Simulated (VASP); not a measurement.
```
Cu2S
1.0
    0.00000     2.70385     2.70385
    2.70385     0.00000     2.70385
    2.70385     2.70385     0.00000
Cu S
2 1
Direct
  0.75000   0.75000   0.75000
  0.25000   0.25000   0.25000
  0.00000   0.00000   0.00000
```

Calculation: LDA (Ceperley-Alder, Perdew-Zunger), VASP's LDA PAW potentials (set 64) (plane waves; VASP). Run with 400 eV cut-off, 11×11×11 Γ-centred mesh, tetrahedra with Blöchl corrections, potentials Cu S.

Q: Predict the energy per atom (σ→0), band gap (on the k-mesh) with the smallest direct gap where there is one.

A: 
- band gap (on the k-mesh): none (metal, semimetal or under 0.01 eV)
- energy per atom (σ→0): -4.806 eV/atom

Total energies compare only between runs with the same potentials, cut-off and functional.

The structure comes from a computed database's Cu2S entry (Fm-3m); how it stands against other phases isn't given here. It was relaxed first, which changed the volume by -8 %.
